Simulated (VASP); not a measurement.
Here is the system:

Au has the cubic space group Fm-3m (No. 225), the fcc (Cu type) structure, Pearson symbol cF4. Conventional cell: a = 4.0809 Å, b = 4.0809 Å, c = 4.0809 Å, α = 90.00°, β = 90.00°, γ = 90.00°. Au on 4a has 12 Au at 2.886 Å (cuboctahedral). (Neighbours: up to the widest gap in distance over summed covalent radii, below 1.35, at either atom.)
(The calculation used a cell of 1 atom; values per cell refer to that cell.)

Computed with PBEsol GGA, VASP's PBE PAW potentials (set 64) (plane waves; VASP). Run with 480 eV cut-off, 14×14×14 Γ-centred mesh, first-order Methfessel-Paxton smearing of 0.10 eV, potentials Au.

Each relaxation starts from this cell; other phases were not tried.

Q: The cell is relaxed at 5 GPa. What happens?

A: The volume per atom goes from 16.99 to 16.56 Å³ (-2.5 %), and the cell becomes a = 4.0459 Å, b = 4.0459 Å, c = 4.0459 Å, α = 90.00°, β = 90.00°, γ = 90.00°, space group Fm-3m.

Q: The cell is relaxed at 30 GPa. What happens?

A: The volume per atom goes from 16.99 to 15.07 Å³ (-11.3 %), and the cell becomes a = b = c = 3.9205 Å, α = β = γ = 90.00°, space group Fm-3m.

Failed runs are left out, and for metals the shear rows, which the mesh's noise covers.

The compound is Au in the fcc structure.
